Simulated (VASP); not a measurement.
**CaO: energy against volume**

CaO (rock salt, Fm-3m, 14.165 Å³/atom and stress up to 0.09 GPa in the relaxed cell, cube axes along x, y and z) under an equal strain ε along all three axes. PBE in VASP (plane waves, PAW), 600 eV, 12×12×12 Γ-centred mesh, Gaussian smearing 0.05 eV; ions are relaxed, or left where forces stay under 0.02 eV/Å, within the symmetry of each cell.

Here V stands for volume and E for E less E0.

| volume (Å³/atom) | E less E0 (meV/atom) | pressure (GPa) |
|---|---|---|
| 12.9276 | ? | ? |
| 13.3316 | 18.74 | 7.19 |
| 13.5367 | 10.52 | 5.18 |
| 13.7438 | 4.72 | 3.30 |
| 13.9531 | 1.25 | 1.55 |
| 14.1646 | 0.00 | -0.09 |
| 14.3781 | 0.84 | -1.61 |
| 14.5938 | 3.68 | -3.03 |
| 14.8116 | 8.43 | -4.36 |
| 15.0315 | 14.96 | -5.59 |

**Question.** Fit E against V with the third-order Birch-Murnaghan form, a cubic in V^(-2/3), and predict the withheld value at V = 12.9276.

**Answer.** With u = V^(-2/3) - 0.171, the rows have u = 0.006860, 0.005059, 0.003286, 0.001539, -0.000183, -0.001878, -0.003549, -0.005195, -0.006816. Least squares gives E = 0.029 + 242.07·u + 359669·u² + 396734·u³. Residuals (row less fit): -0.004, 0.010, -0.002, -0.005, 0.003, 0.000, -0.002, 0.007, -0.003; standard error 0.007 (degrees of freedom: 5). Its minimum lies at u = -0.000337, so V0 = (0.170663)^(-3/2) = 14.18. There d²E/du² = 718500 and d³E/du³ = 2380000, so B0 = (4/9) × 14.18^(-7/3) × 718500 × 0.160218 = 105 GPa (the last factor turns the table's units into GPa), and B0' = 4 + (2/3) × 0.170663 × (2380000)/718500 = 4.4. B0' rests on the cubic coefficient alone and has a standard error of 0.1 from these residuals. At the withheld row, u = 0.010547, so E = 0.029 + 242.07 × 0.010547 + 359669 × 0.010547² + 396734 × 0.010547³ = 43.057 meV/atom. The calculation gives 43.05 meV/atom, 0.007 meV/atom below the prediction (0.0 % of the range of E in the table). The row lies outside the fitted rows, so this is an extrapolation. From the scatter of the fitted rows alone, a prediction at this place has a standard error of 0.032 meV/atom, so the miss is 0.2 times that.

Other structures, which can take over under pressure, weren't tried. The same form fitted to the pressure column gives B0' = 4.4; series where the two differ by over 0.4 aren't shown. Rows are the converged runs of the series near zero and its far end, less any whose ions stayed unrelaxed beside relaxed ones; series whose fitted rows scatter by over a few per cent of the range, as at a crossing or softening among them, aren't shown in this form.
